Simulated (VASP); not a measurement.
Set up this calculation in VASP 6.6.1, as the native input.

* Task: single point
* Functional: PBE
* Potentials or basis: VASP PAW PBE potentials, release 64 (Ta_pv, V_sv, N)
* Cutoff: 520 eV
* k mesh: 6 × 6 × 6
* Occupations: fermi-dirac, width 0.05 eV
* Spin: collinear spin, ferromagnetic start
* Starting moments: [0.0, 2.0, 2.0, 2.0, 0.0, 0.0, 0.0, 0.0] μB
* Further INCAR settings: ALGO = Normal; EDIFF = 1e-07; NBANDS = 49

The structure of TaV3N4 lies in POSCAR:

```
TaV3N4
1.0
    4.2201920000      0.0000000000      0.0000000000
    0.0000000000      4.2201920000      0.0000000000
    0.0000000000      0.0000000000      4.2201920000
Ta V N
1 3 4
Direct
    0.5000000000      0.5000000000      0.5000000000
    0.5000000000      0.0000000000      0.0000000000
    0.0000000000      0.5000000000      0.0000000000
    0.0000000000      0.0000000000      0.5000000000
    0.0000000000      0.0000000000      0.0000000000
    0.0000000000      0.5000000000      0.5000000000
    0.5000000000      0.0000000000      0.5000000000
    0.5000000000      0.5000000000      0.0000000000
```

The cell comes from a database or a generator and needn't be the stable form of this composition.

These files were run (other wordings do the same):

INCAR

```
SYSTEM = TaV3N4
PREC = Accurate ; ENCUT = 520
EDIFF = 1E-7 ; ISMEAR = -1
SIGMA = 0.05 ; LREAL = .False.
LASPH = .True. ; NELM = 120
ALGO = Normal ; ISIF = 2
LWAVE = .False. ; LCHARG = .False.
ISPIN = 2 ; MAGMOM = 0 2 2 2 0 0 0 0
LORBIT = 11 ; LMAXMIX = 4
GGA = PE ; NBANDS = 49
```

KPOINTS

```
Automatic mesh
0
Gamma
  6 6 6
  0 0 0
```

Potentials or basis: VASP PAW PBE potentials, release 64 (Ta_pv, V_sv, N).

Launch:

```console
$ cat potpaw_PBE.64/Ta_pv/POTCAR potpaw_PBE.64/V_sv/POTCAR potpaw_PBE.64/N/POTCAR > POTCAR
$ mpirun -np 1 vasp_std > vasp.out
```

Results of the run:

* Pressure: 0.4 GPa
* Band gap on the k mesh: none (metal or under the smearing width)
* Net moment: 1.64 μB per cell
* Site moments: Ta -0.05; V +0.52; N -0.01, +0.02 μB
* Valence electrons inside the program's atomic spheres: Ta 9.02; V 11.59; N 3.71, 3.78

Run time: 2 min on 1 thread of Intel(R) Xeon(R) Platinum 8488C (Sapphire Rapids) (shared host), peak memory 0.27 GiB.
